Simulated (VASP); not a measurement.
Data:

```xyz
2
Lattice="0.0000 2.5889 2.5889 2.5889 0.0000 2.5889 2.5889 2.5889 0.0000" Properties=species:S:1:pos:R:3 pbc="T T T"
Mg     0.0000     0.0000     0.0000
S      2.5889     2.5889     2.5889
```

Calculation: PBEsol GGA, VASP's PBE PAW potentials (set 64) (plane waves; VASP 6.6.1). Run with 400 eV cut-off, 10×10×10 Γ-centred mesh, tetrahedra with Blöchl corrections, potentials Mg S.

Question: Tabulate the total density of states (states/eV per cell) against energy (eV; zero at the valence-band maximum or, without a gap, the Fermi level).

Answer: 
```
E (eV) | DOS (states/eV)
    -9.98 |  0.00
    -9.74 |  0.00
    -9.62 |  0.00
    -9.38 |  0.00
    -9.14 |  0.00
    -8.90 |  0.00
    -8.78 |  0.00
    -8.54 |  0.00
    -8.30 |  0.00
    -8.18 |  0.00
    -7.94 |  0.00
    -7.70 |  0.00
    -7.46 |  0.00
    -7.34 |  0.00
    -7.10 |  0.00
    -6.86 |  0.00
    -6.74 |  0.00
    -6.50 |  0.00
    -6.26 |  0.00
    -6.14 |  0.00
    -5.90 |  0.00
    -5.66 |  0.00
    -5.42 |  0.00
    -5.30 |  0.00
    -5.06 |  0.00
    -4.82 | ## 0.22
    -4.70 | #### 0.40
    -4.46 | ####### 0.63
    -4.22 | ############# 1.23
    -3.98 | ############################## 2.88
    -3.86 | ##################### 1.97
    -3.62 | ######## 0.79
    -3.38 | ##### 0.45
    -3.26 | ###### 0.57
    -3.02 | ######### 0.89
    -2.78 | ########### 1.01
    -2.54 | ########## 0.94
    -2.42 | ########## 0.94
    -2.18 | ########### 1.10
    -1.94 | ############### 1.40
    -1.82 | ################## 1.71
    -1.58 | #################### 1.89
    -1.34 | #################### 1.93
    -1.22 | #################### 1.93
    -0.98 | ##################### 2.00
    -0.74 | ##################### 2.01
    -0.50 | ############# 1.24
    -0.38 | ########## 0.98
    -0.14 | #### 0.42
     0.10 |  0.00
     0.22 |  0.00
     0.46 |  0.00
     0.70 |  0.00
     0.94 |  0.00
     1.06 |  0.00
     1.30 |  0.00
     1.54 |  0.00
     1.66 |  0.00
     1.90 |  0.00
     2.14 |  0.00
     2.38 |  0.00
     2.50 |  0.00
     2.74 |  0.00
     2.98 | # 0.05
     3.10 | # 0.10
     3.34 | ## 0.15
     3.58 | ## 0.22
     3.70 | ### 0.26
     3.94 | ### 0.33
     4.18 | #### 0.42
     4.42 | ###### 0.57
     4.54 | ####### 0.72
     4.78 | ############ 1.11
     5.02 | #################### 1.91
     5.14 | ###################### 2.12
     5.38 | ################# 1.68
     5.62 | ########### 1.01
     5.86 | ####### 0.63
     5.98 | ###### 0.58
     6.22 | ########### 1.06
```
Within 2 eV below the valence-band maximum the largest weight inside VASP's projection spheres is S p.

The structure was generated: MgS was put into the rock salt type (Fm-3m), which need not be its known phase. It was relaxed first, which changed the volume by -7 %.
